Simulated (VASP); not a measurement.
Crystal: BaCuSeO.

```
Ba Se Cu O
1.0
     4.30966    0.00000    0.00000
     0.00000    4.30966    0.00000
     0.00000    0.00000    9.78156
Ba Se Cu O
2 2 2 2
Direct
  0.50000 0.00000 0.35977
  0.00000 0.50000 0.64023
  0.00000 0.50000 0.13032
  0.50000 0.00000 0.86968
  0.00000 0.00000 0.00000
  0.50000 0.50000 0.00000
  0.00000 0.00000 0.50000
  0.50000 0.50000 0.50000
```

The cell comes from a database or a generator and needn't be the stable form of this composition.

```yaml
Program: VASP 6.6.1
Task: single point
Functional: PBE
Potentials_or_basis: VASP PAW PBE potentials, release 64 (Ba_sv, Se, Cu, O)
Cutoff: 520 eV
k_mesh: 6 × 6 × 3
Occupations: fermi-dirac, width 0.05 eV
Spin: no spin polarisation
```

On this cell: pressure -0.2 GPa; largest force 0.176 eV/Å; band gap on the k mesh none (metal or under the smearing width).

The same run follows on a disturbed copy (atoms moved at random, drawn with an rms of 0.05 Å):

```
Ba Se Cu O
1.0
     4.30966    0.00000    0.00000
     0.00000    4.30966    0.00000
     0.00000    0.00000    9.78156
Ba Se Cu O
2 2 2 2
Direct
  0.49829 0.00045 0.35805
  0.00042 0.49934 0.63960
  0.00464 0.50008 0.13102
  0.50812 0.99719 0.87509
  0.99374 0.99614 0.99572
  0.49516 0.49685 0.00197
  0.00112 0.01510 0.49939
  0.49058 0.50751 0.49794
```

Q: What changes?

A: The energy (extrapolated to zero smearing) moves by +4.5 meV/atom; pressure 0.1 GPa; largest force 0.347 eV/Å; band gap on the k mesh none (metal or under the smearing width).

Forces on the atoms (eV/Å):
```
Ba   0.029  0.135  0.198
Ba  -0.120  0.236 -0.209
Se  -0.092 -0.040 -0.063
Se  -0.240  0.011 -0.251
Cu   0.224  0.037  0.229
Cu   0.089  0.003  0.057
O   -0.094 -0.298 -0.015
O    0.203 -0.084  0.054
```

Stress tensor (GPa, compression positive):
```
 0.07  0.00 -0.04
 0.00 -0.01  0.07
-0.04  0.07  0.14
```

Caveats: the run has no spin polarisation, though such a crystal can be magnetic; semilocal functionals often make such compounds metallic where correlation or magnetic order opens a gap, which also shifts bond lengths.
